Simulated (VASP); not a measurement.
# SrSi3Au: convergence with the k-mesh and plane-wave cutoff, part 2 of 3

How sensitive are energy, pressure and forces of SrSi3Au to the k-mesh and plane-wave cutoff? The series runs use r2SCAN. The start is a computed cell from the Materials Project.

VASP 6.6.1; r2SCAN; plane waves and PAW (Sr_sv, Si, Au).

Still holding for the runs below: This run has no spin polarisation. Its electron count is odd, so without a moment it is a metal by construction.

So far. Step 6 (K-mesh: 7 7 7): Against the run before the energy moves by -23.36 meV an atom and the pressure by +0.05 GPa, after 14 cycles in 42 s.

## (7) K-mesh: 8 8 8

File INCAR:

```
SYSTEM = SrSi3Au
PREC = Accurate
ENCUT = 400
EDIFF = 1E-06
NELM = 100
ISMEAR = -1
SIGMA = 0.05
LREAL = .FALSE.
ALGO = Normal
METAGGA = R2SCAN
LASPH = .TRUE.
NBANDS = 22
LORBIT = 11
LWAVE = .FALSE.
LCHARG = .FALSE.
KPAR = 4
ISIF = 2
```

File POSCAR:

```
SrSi3Au
1.0
   -4.4276204000      0.0000000000      0.0000000000
    0.0000000000      4.4276204000      0.0000000000
    2.2138102000     -2.2138102000     -4.9548504900
Sr Si Au
1 3 1
Direct
    0.0009281100      0.0009281100      0.0018562200
    0.6214614000      0.6214614000      0.2429228000
    0.2441726600      0.7441726600      0.4883453200
    0.7441726600      0.2441726600      0.4883453200
    0.3667641600      0.3667641600      0.7335283200
```

File KPOINTS:

```
Automatic mesh
0
Gamma
8 8 8
0 0 0
```

Potentials, in the order of the species: Sr_sv, Si and Au (PBE family, release 64).

On the command line:

```sh
$ mpirun -np 4 vasp_std
```

Output:

```text
[... set-up lines as in an earlier step ...]
 entering main loop
       N       E                     dE             d eps       ncg     rms          rms(c)
DAV:   1     0.433278366059E+02    0.43328E+02   -0.13093E+04  2596   0.112E+03
DAV:   2    -0.975236574007E+02   -0.14085E+03   -0.13402E+03  3056   0.228E+02
DAV:   3    -0.104270481044E+03   -0.67468E+01   -0.66194E+01  4034   0.425E+01
DAV:   4    -0.104485397402E+03   -0.21492E+00   -0.21436E+00  3664   0.698E+00
[...]
DAV:  12    -0.939136641576E+02   -0.53872E-05   -0.78998E-05  3380   0.623E-02    0.226E-02
DAV:  13    -0.939136666164E+02   -0.24588E-05   -0.86719E-06  3150   0.201E-02    0.118E-02
DAV:  14    -0.939136668663E+02   -0.24987E-06   -0.48099E-07  2102   0.392E-03
   1 F= -.93913667E+02 E0= -.93909692E+02  d E =-.794934E-02
```

Wall time 58 s (4 MPI ranks of Intel Xeon Platinum 8488C (Sapphire Rapids), shared host); peak memory 0.98 GiB.

Parts of OUTCAR (step 7):

```text
  Total       -0.0414709     -0.0414709     -0.0005549      0.0000000      0.0000000      0.0000000
  in kB       -0.6840413     -0.6840413     -0.0091534      0.0000000      0.0000000      0.0000000
  external PRESSURE =      -0.4590787 kB  Pullay stress =       0.0000000 kB

 POSITION                                       TOTAL-FORCE (eV/Angst)
 -----------------------------------------------------------------------------------
      0.00000     -0.00000     -0.00920         0.000000     -0.000000      0.002322
     -2.21381      2.21381     -1.20365         0.000000     -0.000000     -0.021870
      0.00000      2.21381     -2.41968         0.000000     -0.000000      0.004066
     -2.21381     -0.00000     -2.41968         0.000000     -0.000000      0.004066
     -0.00000      0.00000     -3.63452        -0.000000      0.000000      0.011416
 -----------------------------------------------------------------------------------
    total drift:                               -0.000160      0.000160      0.000242

  FREE ENERGIE OF THE ION-ELECTRON SYSTEM (eV)
  ---------------------------------------------------
  free  energy   TOTEN  =       -93.9136668663 eV

  energy  without entropy=      -93.9057175286  energy(sigma->0) =      -93.90969220

[... 1 part as in an earlier step ...]

[... 2 further parts left out ...]
[key lines of the parts left out:]
E-fermi :   7.2352
```

Against the run before the energy moves by +1.53 meV an atom while the pressure stays within 0.01 GPa, after 14 cycles in 58 s.

## (8) K-mesh: 10 10 10

INCAR is that of step 7.

POSCAR is that of step 7.

File KPOINTS:

```
Automatic mesh
0
Gamma
10 10 10
0 0 0
```

On the command line:

```sh
$ mpirun -np 4 vasp_std
```

Output:

```text
[... set-up lines as in an earlier step ...]
 entering main loop
       N       E                     dE             d eps       ncg     rms          rms(c)
DAV:   1     0.441853888835E+02    0.44185E+02   -0.13145E+04  4488   0.112E+03
DAV:   2    -0.975466846450E+02   -0.14173E+03   -0.13444E+03  5316   0.229E+02
DAV:   3    -0.104276737679E+03   -0.67301E+01   -0.66281E+01  6926   0.429E+01
DAV:   4    -0.104482432641E+03   -0.20569E+00   -0.20510E+00  6310   0.689E+00
[...]
DAV:  12    -0.938889278124E+02   -0.81524E-05   -0.80327E-05  5786   0.607E-02    0.224E-02
DAV:  13    -0.938889305310E+02   -0.27186E-05   -0.91093E-06  5420   0.204E-02    0.124E-02
DAV:  14    -0.938889307976E+02   -0.26662E-06   -0.52603E-07  3726   0.393E-03
   1 F= -.93888931E+02 E0= -.93882323E+02  d E =-.132156E-01
```

The job ended after 1.7 min (4 MPI ranks; peak memory 1.2 GiB).

Parts of OUTCAR (step 8):

```text
  Total       -0.1518339     -0.1518339      0.1584221      0.0000000      0.0000000      0.0000000
  in kB       -2.5044249     -2.5044249      2.6130933      0.0000000      0.0000000      0.0000000
  external PRESSURE =      -0.7985855 kB  Pullay stress =       0.0000000 kB

 POSITION                                       TOTAL-FORCE (eV/Angst)
 -----------------------------------------------------------------------------------
      0.00000     -0.00000     -0.00920        -0.000000      0.000000      0.013071
     -2.21381      2.21381     -1.20365        -0.000000      0.000000      0.071104
      0.00000      2.21381     -2.41968         0.000000     -0.000000     -0.050725
     -2.21381     -0.00000     -2.41968         0.000000     -0.000000     -0.050725
     -0.00000      0.00000     -3.63452        -0.000000      0.000000      0.017275
 -----------------------------------------------------------------------------------
    total drift:                               -0.000153      0.000153      0.000115

  FREE ENERGIE OF THE ION-ELECTRON SYSTEM (eV)
  ---------------------------------------------------
  free  energy   TOTEN  =       -93.8889307976 eV

  energy  without entropy=      -93.8757151497  energy(sigma->0) =      -93.88232297

[... 1 part as in an earlier step ...]

[... 2 further parts left out ...]
[key lines of the parts left out:]
E-fermi :   7.2761
```

Against the run before the energy moves by +5.47 meV an atom and the pressure by -0.03 GPa, after 14 cycles in 1.7 min.

## (9) The k-mesh series as a table

This step: convergence of r2SCAN results with the mesh; plane waves and PAW (VASP 6.6.1).

This step runs nothing: it gathers the runs above.

Differences are taken from the run with 10 10 10. Results of the series, by row:

```csv
setting,status,energy less the reference (meV/atom),pressure (GPa),largest force difference (meV/Å),SCF cycles,wall time (s)
2 2 2,converged,-16.13,-2.112,1268,14,10.2
3 3 3,converged,-22.79,-1.122,219.2,14,12
4 4 4,converged,13.89,0.04186,160.2,14,23
5 5 5,converged,16.36,-0.1001,39.5,14,27
7 7 7,converged,-7.003,-0.04731,132.4,14,42
8 8 8,converged,-5.474,-0.04591,92.97,14,58
10 10 10,converged,0,-0.07986,0,14,100
```

## (10) Plane-wave cutoff: ENCUT = 150

This step: r2SCAN; plane waves and PAW (Sr_sv, Si, Au) (VASP 6.6.1).

The basis grows with ENCUT, and energy and stress both move with it.

INCAR, as its differences from that of step 8:

```diff
@@ -2,3 +2,3 @@
 PREC = Accurate
-ENCUT = 400
+ENCUT = 150
 EDIFF = 1E-06
```

POSCAR is that of step 8.

File KPOINTS:

```
Automatic mesh
0
Gamma
7 7 7
0 0 0
```

On the command line:

```sh
$ mpirun -np 4 vasp_std
```

Output:

```text
[... set-up lines as in an earlier step ...]
 entering main loop
       N       E                     dE             d eps       ncg     rms          rms(c)
DAV:   1    -0.261140056339E+02   -0.26114E+02   -0.69167E+03  1814   0.510E+02
DAV:   2    -0.102897183874E+03   -0.76783E+02   -0.73210E+02  2284   0.139E+02
DAV:   3    -0.105520406802E+03   -0.26232E+01   -0.25956E+01  2530   0.232E+01
DAV:   4    -0.105561155955E+03   -0.40749E-01   -0.40698E-01  2246   0.286E+00
DAV:   5    -0.105562279612E+03   -0.11237E-02   -0.11235E-02  2614   0.368E-01    0.302E+01
DAV:   6    -0.931479283851E+02    0.12414E+02   -0.30090E+01  2036   0.389E+01    0.792E+00
DAV:   7    -0.928628140144E+02    0.28511E+00   -0.28068E+00  2000   0.103E+01    0.604E+00
DAV:   8    -0.929108687214E+02   -0.48055E-01   -0.45319E-01  2154   0.434E+00    0.150E+00
DAV:   9    -0.928908731244E+02    0.19996E-01   -0.90149E-02  2120   0.234E+00    0.418E-01
DAV:  10    -0.928916492229E+02   -0.77610E-03   -0.73645E-03  2192   0.467E-01    0.233E-01
DAV:  11    -0.928917470689E+02   -0.97846E-04   -0.26480E-04  2480   0.814E-02    0.248E-02
DAV:  12    -0.928917475577E+02   -0.48880E-06   -0.15076E-05  2174   0.251E-02    0.122E-02
DAV:  13    -0.928917476840E+02   -0.12631E-06   -0.35333E-06  2092   0.979E-03
   1 F= -.92891748E+02 E0= -.92888193E+02  d E =-.710937E-02
```

Run time: 13 s. Hardware: 4 MPI ranks; peak memory 0.53 GiB.

From OUTCAR (step 10):

```text
   ENCUT  =  150.0 eV  11.02 Ry    3.32 a.u.   4.42  4.42  5.85*2*pi/ulx,y,z

   NELECT =      33.0000    total number of electrons

 E-fermi :   7.2345

 k-point     1 :       0.0000    0.0000    0.0000
  band No.  band energies     occupation
    ...
     12       2.9406      2.00000
     13       3.2057      2.00000
     14       3.7690      2.00000
     15       3.7690      2.00000
     16       7.2242      1.10309
     17       7.3276      0.26896
     18       7.3278      0.26842
     19       7.8026      0.00002
     20      11.2692      0.00000
     21      11.2692      0.00000
    ...

  Total      -27.3921307    -27.3921307    -27.2614497      0.0000000      0.0000000      0.0000000
  in kB     -451.8196177   -451.8196177   -449.6640998      0.0000000      0.0000000      0.0000000
  external PRESSURE =    -451.1011117 kB  Pullay stress =       0.0000000 kB

 POSITION                                       TOTAL-FORCE (eV/Angst)
 -----------------------------------------------------------------------------------
      0.00000     -0.00000     -0.00920        -0.000000      0.000000     -0.078474
     -2.21381      2.21381     -1.20365         0.000000     -0.000000      0.057087
      0.00000      2.21381     -2.41968         0.000000      0.000000     -0.116359
     -2.21381     -0.00000     -2.41968        -0.000000     -0.000000     -0.116359
     -0.00000      0.00000     -3.63452        -0.000000      0.000000      0.254106
 -----------------------------------------------------------------------------------
    total drift:                               -0.006984      0.006984      0.004632

  FREE ENERGIE OF THE ION-ELECTRON SYSTEM (eV)
  ---------------------------------------------------
  free  energy   TOTEN  =       -92.8917476840 eV

  energy  without entropy=      -92.8846383144  energy(sigma->0) =      -92.88819300

[... 4 parts as in an earlier step ...]

[... 12 further parts left out ...]
```

Numbers from this step:

* SCF cycles: 13
* irreducible k-points: 40
* free energy (TOTEN): -92.8917 eV
* energy at zero smearing: -92.8882 eV
* Fermi energy: 7.234 eV
* pressure: -45.11 GPa

The series starts at -18.5776 eV an atom and -45.11 GPa, after 13 cycles in 13 s.

## (11) Plane-wave cutoff: ENCUT = 180

INCAR, as its differences from that of step 10:

```diff
@@ -2,3 +2,3 @@
 PREC = Accurate
-ENCUT = 150
+ENCUT = 180
 EDIFF = 1E-06
```

POSCAR is that of step 10.

KPOINTS is that of step 10.

On the command line:

```sh
$ mpirun -np 4 vasp_std
```

Output:

```text
[... set-up lines as in an earlier step ...]
 entering main loop
       N       E                     dE             d eps       ncg     rms          rms(c)
DAV:   1    -0.131456158365E+02   -0.13146E+02   -0.78472E+03  1792   0.591E+02
DAV:   2    -0.101085319402E+03   -0.87940E+02   -0.84019E+02  2186   0.158E+02
DAV:   3    -0.104582319558E+03   -0.34970E+01   -0.34431E+01  2746   0.277E+01
DAV:   4    -0.104662571955E+03   -0.80252E-01   -0.80180E-01  2314   0.389E+00
[...]
DAV:  11    -0.935851461185E+02   -0.63692E-04   -0.31739E-04  2562   0.862E-02    0.493E-02
DAV:  12    -0.935851557482E+02   -0.96297E-05   -0.22563E-05  2270   0.250E-02    0.172E-02
DAV:  13    -0.935851554757E+02    0.27247E-06   -0.29714E-06  1818   0.113E-02
   1 F= -.93585155E+02 E0= -.93581520E+02  d E =-.727037E-02
```

Run time: 16 s. Hardware: 4 MPI ranks; peak memory 0.58 GiB; 63 s of CPU time.

OUTCAR, selected parts (step 11):

```text
  Total       -8.2962503     -8.2962503     -8.1154645      0.0000000      0.0000000      0.0000000
  in kB     -136.8425367   -136.8425367   -133.8605639      0.0000000      0.0000000      0.0000000
  external PRESSURE =    -135.8485458 kB  Pullay stress =       0.0000000 kB

 POSITION                                       TOTAL-FORCE (eV/Angst)
 -----------------------------------------------------------------------------------
      0.00000     -0.00000     -0.00920         0.000000     -0.000000      0.034489
     -2.21381      2.21381     -1.20365        -0.000000      0.000000      0.023224
      0.00000      2.21381     -2.41968         0.000000     -0.000000     -0.057784
     -2.21381     -0.00000     -2.41968         0.000000      0.000000     -0.057784
     -0.00000      0.00000     -3.63452        -0.000000      0.000000      0.057854
 -----------------------------------------------------------------------------------
    total drift:                                0.002760     -0.002760     -0.001191

  FREE ENERGIE OF THE ION-ELECTRON SYSTEM (eV)
  ---------------------------------------------------
  free  energy   TOTEN  =       -93.5851554757 eV

  energy  without entropy=      -93.5778851048  energy(sigma->0) =      -93.58152029

[... 1 part as in an earlier step ...]

[... 2 further parts left out ...]
[key lines of the parts left out:]
E-fermi :   7.2039
```

Against the run before the energy moves by -138.67 meV an atom and the pressure by +31.53 GPa, after 13 cycles in 16 s.

## (12) Plane-wave cutoff: ENCUT = 220

INCAR, as its differences from that of step 11:

```diff
@@ -2,3 +2,3 @@
 PREC = Accurate
-ENCUT = 180
+ENCUT = 220
 EDIFF = 1E-06
```

POSCAR is that of step 11.

KPOINTS is that of step 11.

On the command line:

```sh
$ mpirun -np 4 vasp_std
```

Output:

```text
[... set-up lines as in an earlier step ...]
 entering main loop
       N       E                     dE             d eps       ncg     rms          rms(c)
DAV:   1     0.630591089478E+00    0.63059E+00   -0.89480E+03  1768   0.692E+02
DAV:   2    -0.100151084988E+03   -0.10078E+03   -0.95952E+02  2198   0.177E+02
DAV:   3    -0.104336221031E+03   -0.41851E+01   -0.41308E+01  2774   0.313E+01
DAV:   4    -0.104445811791E+03   -0.10959E+00   -0.10940E+00  2418   0.449E+00
[...]
DAV:  12    -0.938211327928E+02   -0.79901E-05   -0.64496E-05  2310   0.522E-02    0.167E-02
DAV:  13    -0.938211347280E+02   -0.19352E-05   -0.65329E-06  2140   0.155E-02    0.910E-03
DAV:  14    -0.938211350244E+02   -0.29638E-06   -0.38727E-07  1348   0.336E-03
   1 F= -.93821135E+02 E0= -.93817474E+02  d E =-.732130E-02
```

Elapsed: 18 s, on 4 MPI ranks; peak memory 0.6 GiB; 67 s of CPU time.

Parts of OUTCAR (step 12):

```text
  Total       -1.3435878     -1.3435878     -1.1469126      0.0000000      0.0000000      0.0000000
  in kB      -22.1618140    -22.1618140    -18.9177540      0.0000000      0.0000000      0.0000000
  external PRESSURE =     -21.0804607 kB  Pullay stress =       0.0000000 kB

 POSITION                                       TOTAL-FORCE (eV/Angst)
 -----------------------------------------------------------------------------------
      0.00000     -0.00000     -0.00920        -0.000000      0.000000      0.010793
     -2.21381      2.21381     -1.20365         0.000000     -0.000000     -0.039064
      0.00000      2.21381     -2.41968         0.000000     -0.000000     -0.000421
     -2.21381     -0.00000     -2.41968         0.000000     -0.000000     -0.000421
     -0.00000      0.00000     -3.63452        -0.000000      0.000000      0.029113
 -----------------------------------------------------------------------------------
    total drift:                               -0.003827      0.003827     -0.000872

  FREE ENERGIE OF THE ION-ELECTRON SYSTEM (eV)
  ---------------------------------------------------
  free  energy   TOTEN  =       -93.8211350244 eV

  energy  without entropy=      -93.8138137267  energy(sigma->0) =      -93.81747438

[... 1 part as in an earlier step ...]

[... 2 further parts left out ...]
[key lines of the parts left out:]
E-fermi :   7.1928
```

Against the run before the energy moves by -47.19 meV an atom and the pressure by +11.48 GPa, after 14 cycles in 18 s.

## (13) Plane-wave cutoff: ENCUT = 250

INCAR, as its differences from that of step 12:

```diff
@@ -2,3 +2,3 @@
 PREC = Accurate
-ENCUT = 220
+ENCUT = 250
 EDIFF = 1E-06
```

POSCAR is that of step 12.

KPOINTS is that of step 12.

On the command line:

```sh
$ mpirun -np 4 vasp_std
```

Output:

```text
[... set-up lines as in an earlier step ...]
 entering main loop
       N       E                     dE             d eps       ncg     rms          rms(c)
DAV:   1     0.821255848394E+01    0.82126E+01   -0.97781E+03  1760   0.770E+02
DAV:   2    -0.997426631801E+02   -0.10796E+03   -0.10327E+03  2138   0.187E+02
DAV:   3    -0.104343924834E+03   -0.46013E+01   -0.45340E+01  2766   0.337E+01
DAV:   4    -0.104476117339E+03   -0.13219E+00   -0.13189E+00  2424   0.505E+00
[...]
DAV:  12    -0.939023057015E+02   -0.56515E-05   -0.76699E-05  2288   0.608E-02    0.199E-02
DAV:  13    -0.939023080650E+02   -0.23634E-05   -0.79469E-06  2114   0.179E-02    0.109E-02
DAV:  14    -0.939023083620E+02   -0.29701E-06   -0.47400E-07  1408   0.359E-03
   1 F= -.93902308E+02 E0= -.93898622E+02  d E =-.737336E-02
```

The job ended after 21 s (4 MPI ranks; peak memory 0.62 GiB).

Parts of OUTCAR (step 13):

```text
  Total       -0.3458240     -0.3458240     -0.1496423      0.0000000      0.0000000      0.0000000
  in kB       -5.7041956     -5.7041956     -2.4682758      0.0000000      0.0000000      0.0000000
  external PRESSURE =      -4.6255557 kB  Pullay stress =       0.0000000 kB

 POSITION                                       TOTAL-FORCE (eV/Angst)
 -----------------------------------------------------------------------------------
      0.00000     -0.00000     -0.00920         0.000000     -0.000000      0.012043
     -2.21381      2.21381     -1.20365        -0.000000      0.000000     -0.055326
      0.00000      2.21381     -2.41968         0.000000     -0.000000      0.002670
     -2.21381     -0.00000     -2.41968         0.000000     -0.000000      0.002670
     -0.00000      0.00000     -3.63452        -0.000000      0.000000      0.037942
 -----------------------------------------------------------------------------------
    total drift:                               -0.001004      0.001004     -0.004511

  FREE ENERGIE OF THE ION-ELECTRON SYSTEM (eV)
  ---------------------------------------------------
  free  energy   TOTEN  =       -93.9023083620 eV

  energy  without entropy=      -93.8949350057  energy(sigma->0) =      -93.89862168

[... 1 part as in an earlier step ...]

[... 2 further parts left out ...]
[key lines of the parts left out:]
E-fermi :   7.1890
```

Against the run before the energy moves by -16.23 meV an atom and the pressure by +1.65 GPa, after 14 cycles in 21 s.

## (14) Plane-wave cutoff: ENCUT = 280

INCAR, as its differences from that of step 13:

```diff
@@ -2,3 +2,3 @@
 PREC = Accurate
-ENCUT = 250
+ENCUT = 280
 EDIFF = 1E-06
```

POSCAR is that of step 13.

KPOINTS is that of step 13.

On the command line:

```sh
$ mpirun -np 4 vasp_std
```

Output:

```text
[... set-up lines as in an earlier step ...]
 entering main loop
       N       E                     dE             d eps       ncg     rms          rms(c)
DAV:   1     0.172831521396E+02    0.17283E+02   -0.10434E+04  1760   0.840E+02
DAV:   2    -0.992741544096E+02   -0.11656E+03   -0.11082E+03  2128   0.197E+02
DAV:   3    -0.104338638584E+03   -0.50645E+01   -0.49993E+01  2734   0.360E+01
DAV:   4    -0.104490442702E+03   -0.15180E+00   -0.15150E+00  2440   0.562E+00
[...]
DAV:  12    -0.939195037449E+02   -0.40260E-05   -0.79862E-05  2288   0.632E-02    0.217E-02
DAV:  13    -0.939195064936E+02   -0.27488E-05   -0.83026E-06  2128   0.188E-02    0.114E-02
DAV:  14    -0.939195066901E+02   -0.19643E-06   -0.49335E-07  1414   0.373E-03
   1 F= -.93919507E+02 E0= -.93915816E+02  d E =-.738041E-02
```

It took 23 s on 4 MPI ranks; peak memory 0.66 GiB.

From OUTCAR (step 14):

```text
  Total       -0.2206133     -0.2206133     -0.0160731      0.0000000      0.0000000     -0.0000000
  in kB       -3.6389076     -3.6389076     -0.2651176      0.0000000      0.0000000     -0.0000000
  external PRESSURE =      -2.5143109 kB  Pullay stress =       0.0000000 kB

 POSITION                                       TOTAL-FORCE (eV/Angst)
 -----------------------------------------------------------------------------------
      0.00000     -0.00000     -0.00920         0.000000     -0.000000      0.012689
     -2.21381      2.21381     -1.20365        -0.000000      0.000000     -0.059073
      0.00000      2.21381     -2.41968         0.000000     -0.000000      0.002379
     -2.21381     -0.00000     -2.41968         0.000000     -0.000000      0.002379
     -0.00000      0.00000     -3.63452        -0.000000      0.000000      0.041627
 -----------------------------------------------------------------------------------
    total drift:                               -0.002180      0.002180     -0.000084

  FREE ENERGIE OF THE ION-ELECTRON SYSTEM (eV)
  ---------------------------------------------------
  free  energy   TOTEN  =       -93.9195066901 eV

  energy  without entropy=      -93.9121262777  energy(sigma->0) =      -93.91581648

[... 1 part as in an earlier step ...]

[... 2 further parts left out ...]
[key lines of the parts left out:]
E-fermi :   7.1875
```

Against the run before the energy moves by -3.44 meV an atom and the pressure by +0.21 GPa, after 14 cycles in 23 s.

(Continued in part 3 of 3.)

[Lines on the potential files, build, host, timing and source positions are cut from VASP's logs without a mark.]

[Logs are printed without paths, hosts, clocks, repeated set-up lines and the standing remarks that a program may print on its own settings, such as how far it seeks lower states.]

[Hosts, paths, dates, database ids (printed as entryN), source tags and the programs' standing remarks are cut or masked in the printed files.]

[A measured line is paired with the nearest computed mode of its activity, which favours agreement.]
